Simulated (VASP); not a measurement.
Write the native input for VASP 6.6.1 that does the following.

```yaml
Task: single point
Functional: PBE
Potentials_or_basis: VASP PAW PBE potentials, release 64 (Na_pv, Nb_sv, S)
Cutoff: 520 eV
k_mesh: 4 × 4 × 4
Occupations: gaussian, width 0.05 eV
Spin: no spin polarisation
Dipole_correction: no
Further_INCAR_settings: ALGO = Fast; EDIFF = 1e-06; NBANDS = 27
```

The structure of NaNbS3 lies in POSCAR:

```
NaNbS3
1.0
    4.8325624140      0.0000000000      0.0000000000
    0.0000000000      4.8325624140      0.0000000000
    0.0000000000      0.0000000000      4.8325624140
Na Nb S
1 1 3
Direct
    0.0000000000      0.0000000000      0.0000000000
    0.5000000000      0.5000000000      0.5000000000
    0.5000000000      0.5000000000      0.0000000000
    0.5000000000      0.0000000000      0.5000000000
    0.0000000000      0.5000000000      0.5000000000
```

The cell comes from a database or a generator and needn't be the stable form of this composition.

One way to write it, as run:

INCAR

```
  PREC = Accurate
  ENCUT = 520
  EDIFF = 1E-6
  ISMEAR = 0
  SIGMA = 0.05
  LREAL = F
  LASPH = T
  NELM = 60
  ALGO = Fast
  ISIF = 2
  LWAVE = F
  LCHARG = T
  GGA = PE
  LELF = T
  LVHAR = T
  NBANDS = 27
```

KPOINTS

```
Automatic mesh
0
Gamma
  4 4 4
```

Potentials or basis: VASP PAW PBE potentials, release 64 (Na_pv, Nb_sv, S).

Launch:

```sh
$ cat potpaw_PBE.64/Na_pv/POTCAR potpaw_PBE.64/Nb_sv/POTCAR potpaw_PBE.64/S/POTCAR > POTCAR
$ mpirun -np 1 vasp_std > vasp.out
```

It gave:

| Item | Value |
| --- | --- |
| Pressure | -0.2 GPa |
| Band gap on the k mesh | none (metal or under the smearing width) |

Wall time 48 s on 1 thread of Intel(R) Xeon(R) Platinum 8488C (Sapphire Rapids), with other jobs on the host, peak memory 0.2 GiB.
